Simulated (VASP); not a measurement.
Output of a VASP run:

OSZICAR:
```
       N       E                     dE             d eps       ncg     rms          rms(c)
DAV:   1     0.112256185974E+02    0.11226E+02   -0.67356E+03  1040   0.113E+03
DAV:   2    -0.736789840691E+02   -0.84905E+02   -0.81929E+02  1402   0.158E+02
DAV:   3    -0.792378184791E+02   -0.55588E+01   -0.55215E+01  1265   0.464E+01
DAV:   4    -0.793239678287E+02   -0.86149E-01   -0.86066E-01  1269   0.705E+00
DAV:   5    -0.793255602636E+02   -0.15924E-02   -0.15924E-02  1315   0.959E-01    0.955E+00
DAV:   6    -0.771078986557E+02    0.22177E+01   -0.24591E-01  1040   0.484E+00    0.718E+00
DAV:   7    -0.748980009129E+02    0.22099E+01   -0.12891E+00  1060   0.717E+00    0.476E+00
DAV:   8    -0.761853444933E+02   -0.12873E+01   -0.61614E-01  1040   0.622E+00    0.524E-01
DAV:   9    -0.760782265270E+02    0.10712E+00   -0.10735E-01  1040   0.295E+00    0.180E-01
DAV:  10    -0.762445819635E+02   -0.16636E+00   -0.46585E-02  1040   0.185E+00    0.283E-01
DAV:  11    -0.762441038977E+02    0.47807E-03   -0.43547E-04  1270   0.191E-01    0.274E-01
DAV:  12    -0.762428659807E+02    0.12379E-02   -0.42294E-03  1040   0.711E-01    0.526E-01
DAV:  13    -0.762460583258E+02   -0.31923E-02   -0.22771E-03  1040   0.463E-01    0.218E-01
DAV:  14    -0.762465032177E+02   -0.44489E-03   -0.12302E-04  1120   0.113E-01    0.208E-01
DAV:  15    -0.762463314818E+02    0.17174E-03   -0.18310E-05  1060   0.427E-02    0.176E-01
DAV:  16    -0.762456461064E+02    0.68538E-03   -0.23749E-03  1040   0.458E-01    0.485E-02
DAV:  17    -0.762467771436E+02   -0.11310E-02   -0.54827E-04  1040   0.241E-01    0.296E-02
DAV:  18    -0.762467658127E+02    0.11331E-04   -0.63410E-06  1100   0.206E-02    0.211E-02
DAV:  19    -0.762467738442E+02   -0.80314E-05   -0.15584E-06  1195   0.121E-02    0.221E-02
DAV:  20    -0.762467872365E+02   -0.13392E-04   -0.81521E-06  1040   0.323E-02    0.162E-02
DAV:  21    -0.762467933911E+02   -0.61546E-05   -0.22168E-06  1040   0.139E-02    0.259E-02
DAV:  22    -0.762467924341E+02    0.95692E-06   -0.70497E-07  1060   0.936E-03    0.205E-02
DAV:  23    -0.762467942940E+02   -0.18599E-05   -0.19245E-06  1040   0.133E-02    0.134E-02
DAV:  24    -0.762467952960E+02   -0.10019E-05   -0.25114E-07   840   0.481E-03    0.476E-03
DAV:  25    -0.762467957155E+02   -0.41953E-06   -0.11856E-07   730   0.367E-03    0.250E-03
DAV:  26    -0.762467959865E+02   -0.27102E-06   -0.12952E-07   635   0.360E-03    0.976E-04
DAV:  27    -0.762467959827E+02    0.38042E-08   -0.14310E-08   520   0.128E-03
   1 F= -.76246796E+02 E0= -.76246796E+02  d E =0.000000E+00
       N       E                     dE             ncg
       N       E                     dE             ncg
```

### OUTCAR
```
------------------------ aborting loop because EDIFF is reached ----------------------------------------
  FORCE on cell =-STRESS in cart. coord.  units (eV):
  Direction    XX          YY          ZZ          XY          YZ          ZX
  --------------------------------------------------------------------------------------
  Total       -0.0138363     -0.0138363      0.0241156      0.0000000     -0.0000000      0.0000000
  in kB       -0.2035798     -0.2035798      0.3548235      0.0000000     -0.0000000      0.0000000
  external PRESSURE =      -0.0174454 kB  Pullay stress =       0.0000000 kB
  volume of cell :      108.89
      direct lattice vectors                 reciprocal lattice vectors
     2.307612066 -3.996901009  0.000000000     0.216674201 -0.125096919  0.000000000
     2.307612066  3.996901009  0.000000000     0.216674201  0.125096919  0.000000000
     0.000000000  0.000000000  5.903109343     0.000000000  0.000000000  0.169402249
 POSITION                                       TOTAL-FORCE (eV/Angst)
 -----------------------------------------------------------------------------------
      0.58773      1.01799      3.93541         0.002608      0.004517      0.000000
      3.43975      0.00000      0.00000        -0.005215      0.000000     -0.000000
      0.58773     -1.01799      1.96770         0.002608     -0.004517     -0.000000
 -----------------------------------------------------------------------------------
    total drift:                               -0.000169     -0.000397      0.000012
  FREE ENERGIE OF THE ION-ELECTRON SYSTEM (eV)
  ---------------------------------------------------
  free  energy   TOTEN  =       -76.2467959827 eV

  energy  without entropy=      -76.2467959827  energy(sigma->0) =      -76.24679598

 total charge

# of ion       s       p       d       tot
------------------------------------------
    1        1.432   1.848   0.041   3.321
    2        1.432   1.848   0.041   3.321
    3        1.432   1.848   0.041   3.321
--------------------------------------------------
tot          4.295   5.544   0.122   9.962
```
(Selected blocks of OUTCAR.)

### POSCAR
```
Te
1
    2.3076120656    -3.9969010092     0.0000000000
    2.3076120656     3.9969010092     0.0000000000
    0.0000000000     0.0000000000     5.9031093431
Te
3
Direct
  0.0000000000   0.2546939293   0.6666670000
  0.7453060707   0.7453060707   0.0000000000
  0.2546939293   0.0000000000   0.3333330000
```

Q: Write an INCAR and KPOINTS that could have produced this output.

A: One answer among several that fit: the input of the run itself, r2SCAN meta-GGA, plane waves, VASP's PBE PAW potentials (set 64).

**KPOINTS**
```
Automatic
0
Gamma
  8 8 5
0 0 0
```

**KPOINTS_OPT**
```
k-points along high-symmetry lines
6
Line-mode
Reciprocal
  0.000000   0.000000   0.000000 ! GAMMA
  0.500000   0.000000   0.000000 ! M

  0.500000   0.000000   0.000000 ! M
  0.333333   0.333333   0.000000 ! K

  0.333333   0.333333   0.000000 ! K
  0.000000   0.000000   0.000000 ! GAMMA

  0.000000   0.000000   0.000000 ! GAMMA
  0.000000   0.000000   0.500000 ! A

  0.000000   0.000000   0.500000 ! A
  0.500000   0.000000   0.500000 ! L

  0.500000   0.000000   0.500000 ! L
  0.333333   0.333333   0.500000 ! H

  0.333333   0.333333   0.500000 ! H
  0.000000   0.000000   0.500000 ! A

  0.500000   0.000000   0.500000 ! L
  0.500000   0.000000   0.000000 ! M

  0.333333   0.333333   0.500000 ! H
  0.333333   0.333333   0.000000 ! K
```

**INCAR**
```
! general
SYSTEM =Te
PREC   =Accurate
ENCUT  =520
LREAL  =.FALSE.
LASPH  =.TRUE.

! electronic loop
EDIFF  =1E-7
NELM   =100
ALGO   =Normal
LMAXMIX=4
LMIXTAU=.TRUE.

! smearing
ISMEAR =-5

! functional
METAGGA=R2SCAN

! ions
ISIF   =2

! output
LWAVE  =.FALSE.
LCHARG =.FALSE.
LORBIT =11
NEDOS  =601
```

POTCAR, in this order: Te (PBE.64 set). Program: vasp_std.

The compound is Te in the trig structure. It was relaxed first, which changed the volume by +7 %.
